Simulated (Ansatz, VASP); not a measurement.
**CsCaH3: VASP beside Ansatz**

INCAR

```
PREC = Accurate
ENCUT = 520
EDIFF = 1E-7
ISMEAR = 0
SIGMA = 0.05
LREAL = False
LASPH = True
NELM = 100
ALGO = Normal
ISIF = 2
LWAVE = False
LCHARG = False
NBANDS = 19
```

The input KPOINTS:

```
Automatic mesh
0
Gamma
  6 6 6
```

POSCAR

```
CsCaH3
1.0
    4.8784344482      0.0000000000      0.0000000000
    0.0000000000      4.8784344482      0.0000000000
    0.0000000000      0.0000000000      4.1466692810
Cs Ca H
1 1 3
Direct
    0.0000000000      0.0000000000      0.0000000000
    0.5000000000      0.5000000000      0.5000000000
    0.5000000000      0.0000000000      0.5000000000
    0.0000000000      0.5000000000      0.5000000000
    0.5000000000      0.5000000000      0.0000000000
```

Input for Ansatz:

```yaml
crystal:
  lattice:
    - [4.8784344482, 0.0, 0.0]
    - [0.0, 4.8784344482, 0.0]
    - [0.0, 0.0, 4.146669281]
  atoms:
    - { symbol: Cs, position: [0.0, 0.0, 0.0] }
    - { symbol: Ca, position: [0.5, 0.5, 0.5] }
    - { symbol: H, position: [0.5, 0.0, 0.5] }
    - { symbol: H, position: [0.0, 0.5, 0.5] }
    - { symbol: H, position: [0.5, 0.5, 0.0] }
basis:
  ecutwfc: 420
kpoints:
  mp_grid: { grid: [6, 6, 6] }
hamiltonian:
  xc: lda
scf:
  occupations: { method: gaussian, width: 0.05 }
output:
  forces: true
  stress: true
  eigenvalues: true
```

Alike in both runs: task single point; functional LDA; k mesh 6 × 6 × 6; occupations gaussian, width 0.05 eV; no spin polarisation.

```csv
,VASP,Ansatz
version,VASP 6.6.1,Ansatz 0.2.0
potentials or method,"VASP PAW LDA potentials, release 64 (Cs_sv, Ca_sv, H)","scalar-relativistic, plane waves, PAW"
plane-wave cutoff (eV),520,420
valence electrons in the cell,22,22
```

|  | VASP | Ansatz | Ansatz less VASP |
| --- | --- | --- | --- |
| gap on the k mesh at the Fermi level (eV) | 2.62 | 2.64 | +0.017 |
| least direct gap on the mesh (eV) | 2.62 | 2.64 | +0.017 |
| pressure (GPa) | -1.5 | -1.6 | -0.05 |
| largest component of the traceless stress (GPa) | 4.61 | 4.55 | -0.053 |

Caveats: spin-orbit coupling is left out, which moves the levels of the heavy elements. A k mesh can miss the band edges.
